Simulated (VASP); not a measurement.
The input files of a VASP run:

**KPOINTS**
```
Automatic mesh
0
G
 7 7 2
0 0 0
```

INCAR:
```
ALGO=Normal
EDIFF=1E-6
ENCUT=300
GGA=PE
GGA_COMPAT=.False.
ISIF=2
ISMEAR=-1
LASPH=.True.
LCHARG=.False.
LMAXMIX=4
LNONCOLLINEAR=.True.
LORBIT=11
LREAL=.False.
LSORBIT=.True.
LWAVE=.False.
MAGMOM=12*0.0
NELM=100
PREC=Accurate
SIGMA=0.05
SYSTEM=Ru
```

POSCAR:
```
Ru
1
    2.6860800000     0.0000000000     0.0000000000
   -1.3430400000     2.3262140000     0.0000000000
    0.0000000000     0.0000000000     8.6424810000
Ru
4
Direct
 -0.0173410000  -0.0203920000   0.0032490000
 -0.0106730000   0.0085980000   0.4927280000
  0.3635960000   0.7005020000   0.2487240000
  0.6644190000   0.3112910000   0.7552980000
```

POTCAR, in this order: Ru_pv (PBE.64 set). Program: vasp_ncl.

Problem. Translate this PBE+SOC calculation to Quantum ESPRESSO's pw.x.

Solution. One equivalent input (not run):
```
&CONTROL
  calculation = 'scf'
  pseudo_dir = './pseudo'
  outdir = './out'
  tprnfor = .true.
  tstress = .true.
/
&SYSTEM
  ibrav = 0
  nat = 4
  ntyp = 1
  ecutwfc = 84
  occupations = 'smearing'
  smearing = 'fermi-dirac'
  degauss = 0.003675
  input_dft = 'pbe'
  noncolin = .true.
  lspinorb = .true.
/
&ELECTRONS
  conv_thr = 7.3e-08
  electron_maxstep = 100
/
ATOMIC_SPECIES
  Ru 101.070 Ru.upf
CELL_PARAMETERS angstrom
     2.6860800    0.0000000    0.0000000
    -1.3430400    2.3262140    0.0000000
     0.0000000    0.0000000    8.6424810
ATOMIC_POSITIONS crystal
  Ru  -0.0173410 -0.0203920  0.0032490
  Ru  -0.0106730  0.0085980  0.4927280
  Ru   0.3635960  0.7005020  0.2487240
  Ru   0.6644190  0.3112910  0.7552980
K_POINTS automatic
  7 7 2 0 0 0
```
Limits of the translation: the potentials are each code's own (VASP's PAW set, PseudoDojo norm-conserving files, fully relativistic, in pw.x), so ENCUT and ecutwfc are chosen apart and not converted; conv_thr bounds pw.x's estimated SCF error, while EDIFF bounds the energy change between steps.

The structure was generated: Ru was put into an ordered model structure, which need not be its known phase. The cell was not relaxed at this level, atoms are displaced from their ideal sites. The k-mesh is coarse (spacing up to 0.39 per Å, 2π included), so the numbers may not be converged in it. The run is one of a series of settings (GGA_COMPAT = .FALSE., LNONCOLLINEAR = .TRUE., LSORBIT = .TRUE., MAGMOM = 0.0 0.0 0.0 0.0 0.0 0.0 0.0 0.0 0.0 0.0 0.0 0.0, program vasp_ncl against the base run), some of them coarse on purpose.
